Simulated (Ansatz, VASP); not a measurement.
# SiO2: VASP beside Ansatz, part 2 of 3

Wanted: the spread between two codes on one cell, functional and k mesh. The cell is taken from a series of runs on this material, whose earlier steps may have relaxed, scaled, displaced or heated it; both programs get it as it stands.

VASP 6.6.1 and Ansatz 0.2.0.

So far: Starting point; Ansatz: zone-centre phonons, LDA.

### Step 3. VASP: zone-centre phonons, LDA

Level of this step: LDA; plane waves and PAW (O, Si) (VASP).

The same cell, functional (in two slightly different forms) and mesh now go to VASP, with its own data sets.

Lines of VASP's logs that name or quote its potential files are left out, and so is its time.

The input, INCAR:

```
SYSTEM = SiO2
PREC = Accurate
ENCUT = 600
EDIFF = 1E-08
NELM = 120
ISMEAR = 0
SIGMA = 0.01
LREAL = .FALSE.
ALGO = Normal
GGA = CA
NBANDS = 22
LORBIT = 11
LWAVE = .FALSE.
LCHARG = .FALSE.
ISIF = 2
IBRION = 8
LEPSILON = .TRUE.
LASPH = .TRUE.
GGA_COMPAT = .FALSE.
EFERMI = MIDGAP
KPAR = 2
```

The input, POSCAR:

```
SiO2
1.0
    4.2571092238      0.0000000000      0.0000000000
    0.0000000000      4.2571092238      0.0000000000
    0.0000000000      0.0000000000      2.6872116540
O Si
4 2
Direct
    0.6916429764      0.6916429764      0.0000000000
    0.1916429764      0.8083570236      0.5000000000
    0.3083570236      0.3083570236      0.0000000000
    0.8083570236      0.1916429764      0.5000000000
    0.5000000000      0.5000000000      0.5000000000
    0.0000000000      0.0000000000      0.0000000000
```

The input, KPOINTS:

```
Automatic mesh
0
Gamma
8 8 8
0 0 0
```

Potentials, in the order of the species: O and Si (LDA family, release 64).

The run is started by

```
mpirun -np 2 vasp_std
```

What it wrote:

```text
[banner, memory and clock lines left out]
running    2 mpi-ranks, on    1 nodes
 distrk:  each k-point on    1 cores,    2 groups
 distr:  one band on    1 cores,    1 groups

 POSCAR found type information on POSCAR O Si
 POSCAR found :  2 types and       6 ions
 LDA part: xc-table for (Slater(with rela. corr.)+CA(PZ))
 , standard interpolation
 POSCAR, INCAR and KPOINTS ok, starting setup
 FFT: planning ... GRIDC
 FFT: planning ... GRID_SOFT
 FFT: planning ... GRID
 WAVECAR not read
 entering main loop
       N       E                     dE             d eps       ncg     rms          rms(c)
DAV:   1     0.163188907854E+03    0.16319E+03   -0.19547E+04  3324   0.157E+03
DAV:   2    -0.489525716402E+02   -0.21214E+03   -0.20355E+03  4306   0.320E+02
DAV:   3    -0.565916429632E+02   -0.76391E+01   -0.76081E+01  4200   0.616E+01
DAV:   4    -0.566492793415E+02   -0.57636E-01   -0.57606E-01  4110   0.614E+00
DAV:   5    -0.566498383256E+02   -0.55898E-03   -0.55893E-03  4074   0.593E-01    0.171E+01
DAV:   6    -0.519535517291E+02    0.46963E+01   -0.16866E+01  3924   0.276E+01    0.805E+00
DAV:   7    -0.519000865457E+02    0.53465E-01   -0.52311E-01  3900   0.478E+00    0.291E+00
DAV:   8    -0.518683138722E+02    0.31773E-01   -0.19483E-02  3948   0.136E+00    0.106E+00
DAV:   9    -0.518627388134E+02    0.55751E-02   -0.50175E-03  3984   0.689E-01    0.226E-01
DAV:  10    -0.518627606965E+02   -0.21883E-04   -0.47999E-04  4050   0.177E-01    0.616E-02
DAV:  11    -0.518627385341E+02    0.22162E-04   -0.64362E-05  3996   0.621E-02    0.239E-02
DAV:  12    -0.518627371382E+02    0.13958E-05   -0.11969E-05  3990   0.244E-02    0.747E-03
DAV:  13    -0.518627371320E+02    0.62046E-08   -0.66841E-07  4008   0.652E-03    0.246E-03
DAV:  14    -0.518627371210E+02    0.10993E-07   -0.94864E-08  4062   0.223E-03    0.619E-04
DAV:  15    -0.518627371189E+02    0.20650E-08   -0.50240E-09  2436   0.599E-04
   1 F= -.51862737E+02 E0= -.51862737E+02  d E =0.000000E+00
 Linear response reoptimize wavefunctions to high precision
DAV:   1    -0.518627371190E+02   -0.50022E-11   -0.10731E-09  2484   0.241E-04
DAV:   2    -0.518627371189E+02    0.15007E-10   -0.12704E-10  2304   0.776E-05
 Linear response G [H, r] |phi>, progress :
  Direction:   1
       N       E                     dE             d eps       ncg     rms
RMM:   1    -0.138404472810E+03   -0.13840E+03    0.63806E-01  7575   0.986E+01
RMM:   2    -0.116261902576E+03    0.22143E+02   -0.93443E+00  5505   0.215E+01
RMM:   3    -0.116314178775E+03   -0.52276E-01   -0.11142E-01  5725   0.215E+00
RMM:   4    -0.116315625276E+03   -0.14465E-02   -0.18987E-03  6011   0.268E-01
RMM:   5    -0.116315648722E+03   -0.23445E-04   -0.77487E-05  6065   0.401E-02
RMM:   6    -0.116315649289E+03   -0.56747E-06   -0.21992E-05  6151   0.837E-03
RMM:   7    -0.116315649242E+03    0.46536E-07   -0.20060E-05  6136   0.406E-03
RMM:   8    -0.116315649224E+03    0.18263E-07   -0.20127E-05  5001   0.340E-03
RMM:   9    -0.116315649244E+03   -0.19958E-07   -0.24964E-05  4006   0.331E-03
RMM:  10    -0.116315649335E+03   -0.90505E-07   -0.47449E-05  3746   0.331E-03
RMM:  11    -0.116315649366E+03   -0.31624E-07    0.49623E-05  3738   0.332E-03
 Linear response G [H, r] |phi>, progress :
  Direction:   2
       N       E                     dE             d eps       ncg     rms
RMM:   1    -0.137960979568E+03   -0.13796E+03    0.44196E+01  7598   0.995E+01
RMM:   2    -0.113312625860E+03    0.24648E+02   -0.10586E+01  5590   0.231E+01
RMM:   3    -0.113385870417E+03   -0.73245E-01   -0.11951E-01  5766   0.226E+00
RMM:   4    -0.113387626594E+03   -0.17562E-02   -0.21527E-03  6056   0.290E-01
RMM:   5    -0.113387654724E+03   -0.28130E-04   -0.68371E-05  6139   0.422E-02
RMM:   6    -0.113387655284E+03   -0.56005E-06   -0.81489E-06  6213   0.872E-03
RMM:   7    -0.113387655201E+03    0.82844E-07    0.18022E-05  6191   0.422E-03
RMM:   8    -0.113387655216E+03   -0.14953E-07    0.72068E-06  5102   0.356E-03
RMM:   9    -0.113387655236E+03   -0.19705E-07    0.67450E-06  4093   0.348E-03
RMM:  10    -0.113387655311E+03   -0.75290E-07   -0.25982E-05  3848   0.347E-03
RMM:  11    -0.113387655227E+03    0.83990E-07   -0.55270E-05  3814   0.349E-03
 Linear response G [H, r] |phi>, progress :
  Direction:   3
       N       E                     dE             d eps       ncg     rms
RMM:   1    -0.133512997175E+03   -0.13351E+03    0.31860E+01  7311   0.953E+01
 LRF_COMMUTATOR internal error: the vector H(1)-e(1) S(1) |phi(0)> is not orthog
 onal to |phi(0)> (-1.012798549618887E-004,4.363176486776865E-014)
 LRF_COMMUTATOR internal error: the vector H(1)-e(1) S(1) |phi(0)> is not orthog
 onal to |phi(0)> (1.012798550037441E-004,2.428612866367530E-017)
 LRF_COMMUTATOR internal error: the vector H(1)-e(1) S(1) |phi(0)> is not orthog
 onal to |phi(0)> (-1.048243930422132E-004,4.704396594501503E-014)
 LRF_COMMUTATOR internal error: the vector H(1)-e(1) S(1) |phi(0)> is not orthog
[...]
RMM:   5    -0.370316772344E+00   -0.30860E-07   -0.96899E-08  5552   0.101E-03
RMM:   6    -0.370316773356E+00   -0.10121E-08   -0.42666E-08  4259   0.279E-04
 change of polarisation eV/A/(eV/A) component  3 :    -0.060    -0.046     0.741
 dielectric tensor                  component  3 :    -0.225    -0.170     3.752
 Linear response to external field, progress :
[...]
RMM:   4    -0.368387190713E+00   -0.98910E-02   -0.12045E-02  5601   0.658E-01    0.565E-02
RMM:   5    -0.369375372919E+00   -0.98818E-03   -0.17358E-04  5837   0.990E-02    0.117E-02
RMM:   6    -0.369507706528E+00   -0.13233E-03   -0.24177E-06  6005   0.990E-03    0.570E-03
RMM:   7    -0.369575135359E+00   -0.67429E-04   -0.24769E-07  6016   0.296E-03    0.404E-04
RMM:   8    -0.369586140025E+00   -0.11005E-04    0.56811E-09  6073   0.627E-04    0.160E-04
RMM:   9    -0.369586389888E+00   -0.24986E-06   -0.26043E-08  5071   0.275E-04    0.153E-05
RMM:  10    -0.369586872847E+00   -0.48296E-06   -0.39313E-08  3103   0.167E-04    0.834E-06
 change of polarisation eV/A/(eV/A) component  3 :    -0.059    -0.045     0.697
 dielectric tensor                  component  3 :    -0.221    -0.166     3.590
 Linear response DOF=           4
 Linear response progress:
  Degree of freedom:   1/  4
       N       E                     dE             d eps       ncg     rms          rms(c)
RMM:   1    -0.376233081672E+00   -0.37623E+00    0.30767E-01 14102   0.380E+00
RMM:   2    -0.368338375852E+00    0.78947E-02   -0.92466E-03 12702   0.595E-01    0.222E-01
RMM:   3    -0.369353623066E+00   -0.10152E-02   -0.13627E-03 12034   0.210E-01    0.120E-01
RMM:   4    -0.371035183061E+00   -0.16816E-02   -0.91857E-04 12423   0.160E-01    0.335E-02
RMM:   5    -0.371184863314E+00   -0.14968E-03   -0.32465E-05 13361   0.327E-02    0.128E-02
RMM:   6    -0.371212782068E+00   -0.27919E-04   -0.20027E-06 13596   0.836E-03    0.261E-03
RMM:   7    -0.371230820553E+00   -0.18038E-04   -0.92192E-07 13586   0.340E-03    0.844E-04
RMM:   8    -0.371220894220E+00    0.99263E-05    0.11646E-07 13474   0.139E-03    0.217E-04
RMM:   9    -0.371219917776E+00    0.97644E-06    0.54843E-08 13703   0.346E-04    0.940E-05
RMM:  10    -0.371220144150E+00   -0.22637E-06    0.16885E-08 13720   0.199E-04    0.286E-05
RMM:  11    -0.371220126181E+00    0.17968E-07    0.43312E-08 13812   0.156E-04    0.530E-06
RMM:  12    -0.371220098671E+00    0.27510E-07    0.91871E-08 14081   0.125E-04    0.291E-06
RMM:  13    -0.371220114751E+00   -0.16080E-07    0.17746E-08 13486   0.121E-04    0.678E-07
RMM:  14    -0.371220119127E+00   -0.43757E-08    0.30733E-08 11331   0.119E-04    0.238E-07
 first order change of Fermi-energy  -0.14261E+00
 force on displaced ion       1 direction 1 : -19.609  -8.552   0.000
 Born effective charge ion    1 direction 1 :  -1.905  -0.577   0.000
 Linear response progress:
  Degree of freedom:   2/  4
       N       E                     dE             d eps       ncg     rms          rms(c)
RMM:   1    -0.352738937093E+00   -0.35274E+00    0.35914E-01 12216   0.382E+00
RMM:   2    -0.346624584689E+00    0.61144E-02   -0.81690E-03 10934   0.554E-01    0.227E-01
RMM:   3    -0.347888350150E+00   -0.12638E-02   -0.84396E-04  9847   0.182E-01    0.122E-01
RMM:   4    -0.350045609635E+00   -0.21573E-02   -0.85241E-04 10094   0.175E-01    0.223E-02
RMM:   5    -0.349938963731E+00    0.10665E-03   -0.37373E-05 11390   0.366E-02    0.295E-03
RMM:   6    -0.349981377102E+00   -0.42413E-04   -0.49685E-07 11971   0.524E-03    0.110E-03
RMM:   7    -0.349973952595E+00    0.74245E-05   -0.74914E-08 11837   0.134E-03    0.149E-04
RMM:   8    -0.349974502669E+00   -0.55007E-06   -0.78231E-09 12024   0.289E-04    0.688E-05
RMM:   9    -0.349974616326E+00   -0.11366E-06   -0.54886E-09 12045   0.164E-04    0.101E-05
RMM:  10    -0.349974845734E+00   -0.22941E-06   -0.10330E-08 11259   0.136E-04    0.556E-06
RMM:  11    -0.349974819562E+00    0.26172E-07   -0.83456E-09 11435   0.126E-04    0.899E-07
RMM:  12    -0.349974818735E+00    0.82626E-09   -0.49600E-08  8845   0.124E-04    0.200E-07
 first order change of Fermi-energy   0.30784E-03
 force on displaced ion       1 direction 3 :  -0.002  -0.002 -18.198
 Born effective charge ion    1 direction 3 :  -0.000  -0.000  -2.029
 Linear response progress:
  Degree of freedom:   3/  4
       N       E                     dE             d eps       ncg     rms          rms(c)
RMM:   1    -0.321194945604E-01   -0.32119E-01    0.10049E-01 21934   0.181E+00
RMM:   2    -0.231251709008E-01    0.89943E-02   -0.46419E-03 12852   0.478E-01    0.152E-01
RMM:   3    -0.223331000093E-01    0.79207E-03   -0.60647E-04 13280   0.110E-01    0.979E-02
RMM:   4    -0.218511439039E-01    0.48196E-03   -0.38229E-04 13343   0.119E-01    0.230E-02
RMM:   5    -0.218130124315E-01    0.38131E-04   -0.15334E-05 13472   0.284E-02    0.762E-03
RMM:   6    -0.218141246757E-01   -0.11122E-05    0.81350E-06 13141   0.814E-03    0.170E-03
RMM:   7    -0.218159502544E-01   -0.18256E-05    0.27719E-06 13574   0.135E-03    0.680E-04
RMM:   8    -0.218180403147E-01   -0.20901E-05    0.32353E-07 13350   0.643E-04    0.898E-05
RMM:   9    -0.218181404679E-01   -0.10015E-06    0.51130E-08 13645   0.146E-04    0.365E-05
RMM:  10    -0.218181983465E-01   -0.57879E-07   -0.35240E-08 13578   0.668E-05    0.973E-06
RMM:  11    -0.218181813546E-01    0.16992E-07   -0.15933E-08 13777   0.448E-05    0.202E-06
RMM:  12    -0.218181752466E-01    0.61080E-08   -0.14174E-08 13199   0.367E-05    0.603E-07
 first order change of Fermi-energy  -0.44321E-05
 force on displaced ion       5 direction 1 : -27.808 -10.409   0.000
 Born effective charge ion    5 direction 1 :   3.810  -0.414   0.000
 Linear response progress:
  Degree of freedom:   4/  4
       N       E                     dE             d eps       ncg     rms          rms(c)
RMM:   1    -0.183443602981E-01   -0.18344E-01    0.37405E-02 10310   0.123E+00
RMM:   2    -0.160650051719E-01    0.22794E-02   -0.11247E-03  7657   0.225E-01    0.190E-01
RMM:   4    -0.160810996712E-01   -0.81071E-04   -0.15331E-04  7781   0.677E-02    0.808E-03
RMM:   5    -0.160501465889E-01    0.30953E-04   -0.42492E-06  7860   0.117E-02    0.197E-03
RMM:   6    -0.160485862980E-01    0.15603E-05   -0.96586E-08  8110   0.114E-03    0.567E-04
RMM:   7    -0.160469485997E-01    0.16377E-05   -0.38393E-08  8135   0.509E-04    0.121E-04
RMM:   8    -0.160466799213E-01    0.26868E-06    0.31184E-09  8195   0.120E-04    0.472E-05
RMM:   9    -0.160467396618E-01   -0.59740E-07   -0.17605E-09  8248   0.481E-05    0.205E-06
RMM:  10    -0.160467363593E-01    0.33025E-08   -0.63843E-09  7396   0.325E-05    0.105E-06
 first order change of Fermi-energy   0.30900E-05
 force on displaced ion       5 direction 3 :   0.000   0.000 -21.692
 Born effective charge ion    5 direction 3 :   0.000   0.000   4.057
 Born effective charges drift removed
 Linear response finished
```

(Part 2 of 3 ends here.)

[Lines on the potential files, build, host, timing and source positions are cut from VASP's logs without a mark.]

[Logs are printed without paths, hosts, clocks, repeated set-up lines and the standing remarks that a program may print on its own settings, such as how far it seeks lower states.]

[Hosts, paths, dates, database ids (printed as entryN), source tags and the programs' standing remarks are cut or masked in the printed files.]
